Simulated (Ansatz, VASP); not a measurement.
# Ru (Ruthenium) in two plane-wave programs

Aim: how closely do two programs agree when they are given the same cell, functional and k mesh? The cell is taken from a series of runs on this material, whose earlier steps may have relaxed, scaled, displaced or heated it; both programs get it as it stands.

Calculated with Ansatz 0.2.0; plane waves, with VASP 6.6.1 beside it; zone-centre phonons at PBEsol.

### Step 1. Set-up

The structure is hexagonal, space group P6_3/mmc (No. 194). Conventional cell: a = 2.679 Å, b = 2.679 Å, c = 4.334 Å, α = 90.00°, β = 90.00°, γ = 120.00°. Nearest to Ru lie 12 Ru at 2.66 to 2.68 Å.

### Step 2. Ansatz: zone-centre phonons, PBEsol

Ansatz runs on its PAW soft_1 files.

Second derivatives magnify differences that forces hide, and they need a tight electronic threshold.

File input.yaml:

```yaml
crystal:
  lattice:
    - [2.6788078477, 0.0, 0.0]
    - [-1.3394039238, 2.319915648, 0.0]
    - [0.0, 0.0, 4.3342817275]
  atoms:
    - { symbol: Ru, position: [0.3333333332, 0.6666666668, 0.25] }
    - { symbol: Ru, position: [0.6666666668, 0.3333333332, 0.75] }
kpoints:
  mp_grid: { grid: [18, 18, 12] }
hamiltonian:
  xc: pbesol
  pseudopotentials: { kind: paw, azcp: { folder: soft_1 }, xc_functional: pbe }
scf:
  occupations: { method: methfessel_paxton, width: 0.2 }
output:
  eigenvalues: true
phonons:
  method: dfpt
```

On the command line:

```sh
$ ansatz run input.yaml --threads 4 --pin off --max-ram 10240MiB --backend cpu --events-out ev --progress --plain --runs-dir out
```

Numbers of over 12 decimals in the logs are rounded to 6 here.

What it wrote:

```text
zone centre: on kpoints.mp_grid the ground state, and the responses unless they are solved on pairs of k-points, stand on 637 of the mesh's 3888 k-points, reduced under 4 symmetry operations, with k and −k counted as one. Each operation leaves every solved displacement unchanged or reverses it
Engine: ansatz 0.2.0, x86_64-unknown-linux-gnu
Pseudopotentials: kind: paw
Pseudopotential: Ru, paw, valence charge 16, recommended cutoff 420 eV (normal), soft_1/Ru.paw.azcp
Functional definition: PBEsol
  exchange = pbesol_x
  correlation = pbesol_c
Crystal: 2 atoms, lattice volume = 26.936 Å³
Basis set: ecut = 420 eV, 537 PW (Γ), exchange–correlation on 36×36×60 points (8 copies of the dense FFT grid, shifted against one another)
Bands: 20, of which v1, the nominal top of the filled ones, is band 16 counted from 1 (15 counted from 0)
Symmetry: 24 space group operations
k-points: 637 of 3888 (irreducible under 4 space group operations, time reversal used)
Non-local potential: Ru, projectors of the file, l = 0: 3, l = 1: 2, l = 2: 2, l = 3: 1
PAW form: soft (Blöchl's): semilocal exchange-correlation on the pseudo side does not see the compensation charge
PAW frozen core: Ru, regenerated for the run's functional, and the local potential with it (the file was generated under x = pbe(κ = 0.804, μ = 0.219515), c = pbe(β = 0.066725))
PAW one-centre angular grid: Ru, 590 points (default); XC on 64 Gauss nodes
Initial density: superposition of atomic densities (chi_scale 0.1, normalization cell)
Initial wavefunctions: pseudopotential atomic-orbital guess
Functional: x = pbesol(κ = 0.804, μ = 0.123457), c = pbesol(β = 0.046)
SCF iter   1: F=—  HF=-11634.558849 eV  |F-HF|=—  |Δ(HF+E_count)|=         —  Δρ=1.31e-1  dr2=4.44e0  ethr=3.10e-3  ⟨swp⟩=5.1  Hψ=110820  notcnv=0  defer=75
automatic band count: the SCF goes on with 24 bands, as 20 were too few: they end inside the smearing window of the response
preconditioner: auto → none  [metal: Δε(μ)=0.011 eV  Ē_g=11.605 eV  σ=0.200 eV  W_gap=0.05  n_scr=8 (ndim 8)  ℏωp=28.6 eV  f_vac=0.000  D(μ)=1.46/eV (n_scr^D=22)  sad-step TF]
SCF iter   2: F=—  HF=-11633.544139 eV  |F-HF|=—  |Δ(HF+E_count)|=    1.01e0  S|Δr|=    0.00e0  Δρ=7.45e-2  dr2=1.43e0  ethr=3.10e-3  ⟨swp⟩=2.8  Hψ=29985  notcnv=0  defer=1747
SCF iter   3: F=—  HF=-11633.074788 eV  |F-HF|=—  |Δ(HF+E_count)|=   4.69e-1  S|Δr|=    0.00e0  Δρ=4.01e-3  dr2=2.02e-3  ethr=3.10e-3  ⟨swp⟩=2.1  Hψ=22407  notcnv=0  defer=1747
SCF iter   4: F=—  HF=-11633.076190 eV  |F-HF|=—  |Δ(HF+E_count)|=   1.40e-3  S|Δr|=    0.00e0  Δρ=3.80e-4  dr2=1.84e-5  ethr=6.30e-6  ⟨swp⟩=2.6  Hψ=30810  notcnv=0  defer=1624
SCF iter   5: F=—  HF=-11633.076195 eV  |F-HF|=—  |Δ(HF+E_count)|=   4.67e-6  S|Δr|=    0.00e0  Δρ=1.33e-4  dr2=2.56e-6  ethr=5.75e-8  ⟨swp⟩=2.9  Hψ=25524  notcnv=0  defer=1624
SCF iter   6: F=—  HF=-11633.076194 eV  |F-HF|=—  |Δ(HF+E_count)|=   1.14e-6  S|Δr|=    0.00e0  Δρ=2.05e-5  dr2=5.06e-8  ethr=7.99e-9  ⟨swp⟩=2.8  Hψ=24484  notcnv=0  defer=1624
SCF iter   7: F=—  HF=-11633.076194 eV  |F-HF|=—  |Δ(HF+E_count)|=   1.27e-8  S|Δr|=    0.00e0  Δρ=1.75e-6  dr2=4.80e-10  ethr=1.58e-10  ⟨swp⟩=3.0  Hψ=25686  notcnv=0  defer=1624
SCF iter   8: F=-11633.076194 eV  HF=-11633.076194 eV  |F-HF|=1.82e-12  |Δ(HF+E_count)|=  2.55e-11  S|Δr|=    0.00e0  Δρ=1.37e-7  dr2=3.64e-12  ethr=1.00e-12  ⟨swp⟩=9.0  Hψ=87885  notcnv=0
SCF 1 converged in 8 iterations: F = -11633.076194 eV  dr2 = 3.64e-12
  greatest PAW one-centre occupation: 1.000 electrons in one spin orbital (limit 2), on the Ru atom at site 1 (counted from 0), in its partial waves of l = 0
DFPT response loops at Γ: preconditioner auto → Kerker (q_TF=auto, 2.808 Å⁻¹) (partly filled bands, converged f_vac=0.000); β = 1.00, the filter's whole step (`scf.mixing.beta` (0.50) is not read by the response loops under this deck's `scf.mixing.preconditioner`; to damp them name `kerker` or `kerker_dos`, under which they read `scf.mixing.beta`, and type it under 1.00, their step now; both keys bind the ground state too); Broyden in place of MSR1
SCF converged after 8 iterations
Stability not checked: this state was not tested for a lower state beside it, because cold or Methfessel-Paxton smearing, or corrected tetrahedra, fill the levels in a way that the test cannot read (fill_not_monotonic; see scf.lower_state_search)
Free energy (F): -11633.076194 eV
Harris-Foulkes:  -11633.076194 eV  (|F-HF|=1.82e-12)
Internal energy: -11633.076694 eV  (E = F + TS)
E sigma→0 (E₀):  -11633.076319 eV
Entropy (-TS):   0.000500 eV (0.250 meV/atom)
Fermi energy:    23.409569 eV
--- Per-component energies (eV) ---
  E_band       = -109.789345
  E_kinetic    = 920.527188
  E_local      = -2522.428850  (includes V_loc(G=0)·N_el)
  E_nonlocal   = 828.416151
  E_hartree    = 833.187584
  E_xc         = -338.603131
  E_vxc        = -429.586386  (∫ρ·V_xc dr)
  E_paw        = -6879.883945  (= ΣΔE_a)
  E_vpaw       = -573.093901  (= ΣTr[D̂ρ^β])
  E_aug_tail   = 0.001171  (compensation charges beyond the density's cutoff)
  E_ewald      = -4474.799455
  E_core_change = 0.506593  (= ΣΔE_core)
  E_smearing   = 0.000500  (= −TS)
  E_closure    = 0.000000  (closes the sum)
  Σ components = -11633.076194   (vs F -11633.076194, Δ=0.00e0)
--- Band table (eV; the first three rows and the last of 637) ---
  k-point 0: bands = [... 12 lower, 20.7895, 21.4329, 21.4329, 22.1730, 22.1730, 24.3924, 24.6240, 24.6240, ... 4 higher]
  k-point 1: bands = [... 12 lower, 20.7519, 21.3921, 21.3921, 22.2687, 22.2687, 24.1352, 24.6244, 24.6244, ... 4 higher]
  k-point 2: bands = [... 12 lower, 20.6721, 21.2803, 21.2803, 22.5185, 22.5185, 23.4733, 24.6134, 24.6134, ... 4 higher]
  k-point 636: bands = [... 12 lower, 20.7254, 20.7254, 22.0698, 22.0698, 25.1023, 25.1023, 28.5508, 28.5508, ... 4 higher]
--- Phonons (Γ-DFPT): 2 representative perturbations + reference, on 637 of 3888 k-points (Σ response iterations 6) ---
  k mesh reduced under 4 symmetry operations, with k and −k counted as one. Each operation leaves every solved displacement unchanged or reverses it
  ASR residual: 1.218e-4 → 0.000e0 eV/Å²; symmetrization residual: 8.137e-10 eV/Å²
  ASR residual per site (eV/Å²): 1.22e-4 1.22e-4
  Γ frequencies (cm⁻¹): 0.00 0.00 0.00 197.94 197.94 243.39
  non-analytic LO–TO correction: not included (Born effective charges unavailable; polar crystals: no LO–TO splitting at Γ)
```

Reading the cycles: dr2 is the Hartree energy of the density residual (eV), the measure of convergence; HF is the Harris–Foulkes estimate of the energy, which meets the free energy F at convergence.

### Step 3. VASP: zone-centre phonons, PBEsol

The same cell, functional, mesh and smearing now go to VASP, with its own data sets.

Lines of VASP's logs that name or quote its potential files are left out, and so is its time.

File INCAR:

```
SYSTEM = Ru
PREC = Accurate
ENCUT = 500
EDIFF = 1E-08
NELM = 120
ISMEAR = 1
SIGMA = 0.2
LREAL = .FALSE.
ALGO = Normal
GGA = PS
NBANDS = 20
LASPH = .TRUE.
LORBIT = 11
LWAVE = .FALSE.
LCHARG = .FALSE.
ISIF = 2
IBRION = 8
GGA_COMPAT = .FALSE.
KPAR = 2
```

File POSCAR:

```
Ru
1.0
    2.6788078477      0.0000000000      0.0000000000
   -1.3394039238      2.3199156480      0.0000000000
    0.0000000000      0.0000000000      4.3342817275
Ru
2
Direct
    0.3333333332      0.6666666668      0.2500000000
    0.6666666668      0.3333333332      0.7500000000
```

File KPOINTS:

```
Automatic mesh
0
Gamma
18 18 12
0 0 0
```

Potentials, in the order of the species: Ru_pv (PBE family, release 64).

On the command line:

```sh
$ mpirun -np 2 vasp_std
```

What it wrote:

```text
[banner, memory and clock lines left out]
running    2 mpi-ranks, on    1 nodes
 distrk:  each k-point on    1 cores,    2 groups
 distr:  one band on    1 cores,    1 groups

 POSCAR found type information on POSCAR Ru
 POSCAR found :  1 types and       2 ions
|                                                                             |
|               ----> ADVICE to this user running VASP <----                  |
|                                                                             |
|     You enforced a specific xc type in the INCAR file but a different       |
|     [... a line on the potential file left out ...]
|     I HOPE YOU KNOW WHAT YOU ARE DOING!                                     |
|                                                                             |

 LDA part: xc-table for (Slater+PW92), standard interpolation
 POSCAR, INCAR and KPOINTS ok, starting setup
 FFT: planning ... GRIDC
 FFT: planning ... GRID_SOFT
 FFT: planning ... GRID
 WAVECAR not read
 entering main loop
       N       E                     dE             d eps       ncg     rms          rms(c)
DAV:   1     0.278940997223E+03    0.27894E+03   -0.17335E+04 10368   0.151E+03
DAV:   2    -0.160498582195E+02   -0.29499E+03   -0.28669E+03 10676   0.454E+02
DAV:   3    -0.218831151783E+02   -0.58333E+01   -0.57899E+01 11820   0.710E+01
DAV:   4    -0.219284626393E+02   -0.45347E-01   -0.45306E-01 13492   0.590E+00
DAV:   5    -0.219291060679E+02   -0.64343E-03   -0.64169E-03 11588   0.599E-01    0.197E+01
DAV:   6    -0.204201598761E+02    0.15089E+01   -0.35155E+00 12164   0.188E+01    0.498E+00
DAV:   7    -0.203327478702E+02    0.87412E-01   -0.59161E-01 11936   0.561E+00    0.957E-01
DAV:   8    -0.203245529064E+02    0.81950E-02   -0.23745E-02 11592   0.118E+00    0.397E-01
DAV:   9    -0.203229902728E+02    0.15626E-02   -0.25143E-03 11964   0.566E-01    0.420E-02
DAV:  10    -0.203229802704E+02    0.10002E-04   -0.16136E-04 11512   0.130E-01    0.238E-02
DAV:  11    -0.203229819050E+02   -0.16346E-05   -0.47921E-06 12080   0.205E-02    0.115E-03
DAV:  12    -0.203229819637E+02   -0.58752E-07   -0.18313E-07 11772   0.392E-03    0.124E-03
DAV:  13    -0.203229819805E+02   -0.16760E-07   -0.45721E-09  7708   0.705E-04    0.273E-04
DAV:  14    -0.203229819859E+02   -0.54665E-08   -0.45235E-10  7180   0.198E-04
   1 F= -.20322982E+02 E0= -.20323142E+02  d E =0.480021E-03
 Linear response reoptimize wavefunctions to high precision
DAV:   1    -0.203229819844E+02    0.15643E-08   -0.17404E-10  7096   0.138E-04
DAV:   2    -0.203229819844E+02    0.45475E-11   -0.10395E-11  6792   0.334E-05
 Linear response DOF=           2
 Linear response progress:
  Degree of freedom:   1/  2
       N       E                     dE             d eps       ncg     rms          rms(c)
RMM:   1    -0.515127612305E+00   -0.51513E+00    0.28826E+00 46361   0.594E+01
RMM:   2    -0.615692798627E+00   -0.10057E+00   -0.11434E-01 63696   0.286E+00    0.149E-01
RMM:   3    -0.614265957003E+00    0.14268E-02   -0.36321E-03 74008   0.493E-01    0.672E-02
RMM:   4    -0.612817441627E+00    0.14485E-02   -0.52436E-04 73801   0.179E-01    0.254E-02
RMM:   5    -0.612609110036E+00    0.20833E-03   -0.48929E-05 87661   0.448E-02    0.101E-02
RMM:   6    -0.612502818904E+00    0.10629E-03   -0.53436E-05 78148   0.130E-02    0.616E-03
RMM:   7    -0.612495550974E+00    0.72679E-05   -0.39139E-05 77613   0.741E-03    0.736E-04
RMM:   8    -0.612515297703E+00   -0.19747E-04   -0.25338E-05 96606   0.247E-03    0.338E-04
RMM:   9    -0.612523340738E+00   -0.80430E-05   -0.13633E-05 87468   0.104E-03    0.673E-05
RMM:  10    -0.612523663703E+00   -0.32297E-06   -0.78310E-06101446   0.570E-04    0.204E-05
RMM:  11    -0.612524083951E+00   -0.42025E-06   -0.41885E-06 89881   0.361E-04    0.848E-06
RMM:  12    -0.612524045720E+00    0.38231E-07   -0.24570E-06 97762   0.263E-04    0.336E-06
RMM:  13    -0.612524002386E+00    0.43334E-07   -0.15419E-06103390   0.210E-04    0.164E-06
RMM:  14    -0.612524052592E+00   -0.50206E-07   -0.92805E-07 94081   0.184E-04    0.480E-07
RMM:  15    -0.612524053020E+00   -0.42812E-09   -0.61588E-07 90799   0.166E-04    0.669E-07
RMM:  16    -0.612524065683E+00   -0.12663E-07   -0.40498E-07 90291   0.156E-04    0.316E-07
RMM:  17    -0.612524075133E+00   -0.94506E-08   -0.29424E-07 88123   0.150E-04    0.139E-07
RMM:  18    -0.612524069648E+00    0.54852E-08   -0.20552E-07 76400   0.147E-04    0.421E-07
RMM:  19    -0.612524077843E+00   -0.81949E-08   -0.15992E-07 79179   0.145E-04    0.176E-07
RMM:  20    -0.612524079625E+00   -0.17824E-08   -0.11939E-07 78594   0.143E-04    0.138E-07
RMM:  21    -0.612524079783E+00   -0.15742E-09   -0.10042E-07 75603   0.142E-04    0.181E-07
RMM:  22    -0.612524078802E+00    0.98110E-09   -0.75877E-08 74930   0.142E-04    0.210E-07
 first order change of Fermi-energy  -0.24077E-05
 force on displaced ion       1 direction 1 :  -7.269   0.001   0.000
 Linear response progress:
  Degree of freedom:   2/  2
       N       E                     dE             d eps       ncg     rms          rms(c)
RMM:   1    -0.634724118442E+00   -0.63472E+00    0.34247E+00 15988   0.602E+01
RMM:   2    -0.747425072302E+00   -0.11270E+00   -0.12934E-01 22071   0.300E+00    0.146E-01
RMM:   3    -0.747351922293E+00    0.73150E-04   -0.30541E-03 25753   0.464E-01    0.736E-02
RMM:   4    -0.746523801782E+00    0.82812E-03   -0.67604E-04 25103   0.171E-01    0.224E-02
RMM:   5    -0.746362034167E+00    0.16177E-03   -0.40567E-10 29626   0.537E-02    0.149E-02
RMM:   6    -0.746292998631E+00    0.69036E-04   -0.43617E-06 26666   0.176E-02    0.110E-02
RMM:   7    -0.746237219196E+00    0.55779E-04   -0.24412E-05 25495   0.103E-02    0.272E-03
RMM:   8    -0.746225195598E+00    0.12024E-04   -0.99367E-06 29961   0.425E-03    0.697E-04
RMM:   9    -0.746230852939E+00   -0.56573E-05   -0.11193E-06 29079   0.168E-03    0.967E-05
RMM:  10    -0.746231059673E+00   -0.20673E-06    0.21302E-06 29077   0.730E-04    0.417E-05
RMM:  11    -0.746232248523E+00   -0.11889E-05   -0.11445E-06 31974   0.417E-04    0.119E-05
RMM:  12    -0.746232416387E+00   -0.16786E-06   -0.31820E-07 31352   0.290E-04    0.400E-06
RMM:  13    -0.746232537543E+00   -0.12116E-06   -0.13926E-06 34909   0.223E-04    0.177E-06
RMM:  14    -0.746232465994E+00    0.71549E-07   -0.40519E-07 33560   0.188E-04    0.185E-06
[...]
RMM:  19    -0.746232469740E+00   -0.89758E-08   -0.35909E-07 30736   0.149E-04    0.189E-06
RMM:  20    -0.746232461566E+00    0.81741E-08   -0.24978E-07 27640   0.147E-04    0.173E-06
RMM:  21    -0.746232468104E+00   -0.65386E-08   -0.24278E-07 30675   0.146E-04    0.149E-06
RMM:  22    -0.746232476933E+00   -0.88292E-08   -0.20881E-07 33168   0.146E-04    0.680E-07
RMM:  23    -0.746232491020E+00   -0.14087E-07   -0.17964E-07 34066   0.146E-04    0.324E-07
RMM:  24    -0.746232485214E+00    0.58066E-08   -0.15342E-07 26753   0.145E-04    0.210E-07
RMM:  25    -0.746232484498E+00    0.71599E-09   -0.11889E-07 25003   0.144E-04    0.203E-07
RMM:  26    -0.746232480997E+00    0.35009E-08   -0.12958E-07 26935   0.144E-04    0.471E-08
 first order change of Fermi-energy   0.81908E-04
 force on displaced ion       1 direction 3 :  -0.000   0.000 -11.005
 Linear response finished
```

[end of part 1 of 2]

[Lines on the potential files, build, host, timing and source positions are cut from VASP's logs without a mark.]

[Logs are printed without paths, hosts, clocks, repeated set-up lines and the standing remarks that a program may print on its own settings, such as how far it seeks lower states.]

[Hosts, paths, dates, database ids (printed as entryN), source tags and the programs' standing remarks are cut or masked in the printed files.]
